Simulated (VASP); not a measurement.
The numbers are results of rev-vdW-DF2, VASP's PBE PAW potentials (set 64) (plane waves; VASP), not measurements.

VASP ran on this input.

POSCAR:
```
PbS
1
    0.0000000000     2.9798949340     2.9798949340
    2.9798949340     0.0000000000     2.9798949340
    2.9798949340     2.9798949340     0.0000000000
Pb S
1 1
Direct
  0.0000000000   0.0000000000   0.0000000000
  0.5000000000   0.5000000000   0.5000000000
```

### INCAR
```
# general
SYSTEM   = PbS
PREC     = Accurate
ENCUT    = 520
LREAL    = .FALSE.
LASPH    = .TRUE.   # aspherical one-centre terms

# electronic loop
EDIFF    = 1E-7   # SCF stop (eV)
NELM     = 100
ALGO     = Normal   # blocked Davidson
LMAXMIX  = 4   # l cut-off of mixed one-centre charges

# smearing
ISMEAR   = 0   # Gaussian
SIGMA    = 0.05   # width (eV)

# functional
GGA      = MK
LUSE_VDW = .TRUE.
AGGAC    = 0.0
PARAM1   = 0.1234568
PARAM2   = 0.7114
ZAB_VDW  = -1.8867

# ions
ISIF     = 2   # forces and stress, cell fixed

# output
LWAVE    = .FALSE.
LCHARG   = .FALSE.
```

### KPOINTS
```
Automatic mesh
0
Gamma
8 8 8
0 0 0
```

POTCAR, in this order: Pb_d S (PBE.64 set). Program: vasp_std.

Output of the run:

OSZICAR:
```
       N       E                     dE             d eps       ncg     rms          rms(c)
DAV:   1     0.160431812777E+03    0.16043E+03   -0.97068E+03   812   0.145E+03
DAV:   2     0.722357656938E+01   -0.15321E+03   -0.14964E+03   896   0.349E+02
DAV:   3    -0.488315022052E+01   -0.12107E+02   -0.12048E+02  1076   0.103E+02
DAV:   4    -0.519093270327E+01   -0.30778E+00   -0.30765E+00   922   0.195E+01
DAV:   5    -0.520243881670E+01   -0.11506E-01   -0.11506E-01  1132   0.354E+00    0.436E+00
DAV:   6    -0.470746962265E+01    0.49497E+00   -0.15897E+00  1210   0.962E+00    0.307E+00
DAV:   7    -0.470892100814E+01   -0.14514E-02   -0.13890E-01   868   0.212E+00    0.181E+00
DAV:   8    -0.471100819381E+01   -0.20872E-02   -0.14884E-02   896   0.161E+00    0.294E-01
DAV:   9    -0.471048512837E+01    0.52307E-03   -0.30487E-03  1254   0.576E-01    0.804E-02
DAV:  10    -0.471061675596E+01   -0.13163E-03   -0.26494E-04   854   0.133E-01    0.466E-02
DAV:  11    -0.471061725167E+01   -0.49571E-06   -0.45575E-05  1106   0.914E-02    0.104E-02
DAV:  12    -0.471061750773E+01   -0.25607E-06   -0.27665E-06  1004   0.195E-02    0.116E-03
DAV:  13    -0.471061754100E+01   -0.33265E-07   -0.93850E-08   706   0.431E-03
   1 F= -.47106175E+01 E0= -.47106175E+01  d E =-.119823E-09
```

**OUTCAR**
```
------------------------ aborting loop because EDIFF is reached ----------------------------------------
  FORCE on cell =-STRESS in cart. coord.  units (eV):
  Direction    XX          YY          ZZ          XY          YZ          ZX
  --------------------------------------------------------------------------------------
  Total        0.0146863      0.0146863      0.0146863      0.0000000      0.0000000     -0.0000000
  in kB        0.4446225      0.4446225      0.4446225      0.0000000      0.0000000     -0.0000000
  external PRESSURE =       0.4446225 kB  Pullay stress =       0.0000000 kB
  volume of cell :       52.92
      direct lattice vectors                 reciprocal lattice vectors
     0.000000000  2.979894934  2.979894934    -0.167791151  0.167791151  0.167791151
     2.979894934  0.000000000  2.979894934     0.167791151 -0.167791151  0.167791151
     2.979894934  2.979894934  0.000000000     0.167791151  0.167791151 -0.167791151
  FREE ENERGIE OF THE ION-ELECTRON SYSTEM (eV)
  ---------------------------------------------------
  free  energy   TOTEN  =        -4.7106175410 eV

  energy  without entropy=       -4.7106175409  energy(sigma->0) =       -4.71061754
```
(Selected blocks of OUTCAR.)

**OUTCAR**
```
 val. band max:        5.4926223740   @ k =   0.5000   0.0000   0.0000

 cond. band min:       5.8814482686   @ k =   0.5000   0.0000   0.0000


 Fermi energy:         5.6872487036

 k-point     1 :       0.0000    0.0000    0.0000
  band No.  band energies     occupation
      1     -11.2404      2.00000
      2     -11.2404      2.00000
      3     -11.2404      2.00000
      4     -11.2258      2.00000
      5     -11.2258      2.00000
      6      -7.9270      2.00000
      7      -0.5992      2.00000
      8       3.4452      2.00000
      9       3.4452      2.00000
     10       3.4452      2.00000
     11      10.6078      0.00000
     12      10.6078      0.00000
     13      10.6078      0.00000
     14      12.3090      0.00000

 k-point     2 :       0.1250    0.0000    0.0000
  band No.  band energies     occupation
      1     -11.2397      2.00000
      2     -11.2378      2.00000
      3     -11.2378      2.00000
      4     -11.2263      2.00000
      5     -11.2263      2.00000
      6      -7.7957      2.00000
      7      -1.0222      2.00000
      8       3.4861      2.00000
      9       3.4861      2.00000
     10       3.7549      2.00000
     11       9.4367      0.00000
     12       9.8740      0.00000
     13       9.8740      0.00000
     14      12.2285      0.00000

 k-point     3 :       0.2500    0.0000    0.0000
  band No.  band energies     occupation
      1     -11.2439      2.00000
      2     -11.2439      2.00000
      3     -11.2384      2.00000
      4     -11.2149      2.00000
      5     -11.2149      2.00000
      6      -7.4309      2.00000
      7      -1.9480      2.00000
      8       3.6025      2.00000
      9       3.6025      2.00000
     10       4.3734      2.00000
     11       7.8368      0.00000
     12       8.7045      0.00000
     13       8.7045      0.00000
     14      12.3976      0.00000

 k-point     4 :       0.3750    0.0000    0.0000
  band No.  band energies     occupation
...
```

Unless said otherwise, spin-orbit coupling is left out, though it shifts the bands of the heavy elements here.

The compound is PbS in the rock salt structure. It was relaxed first.
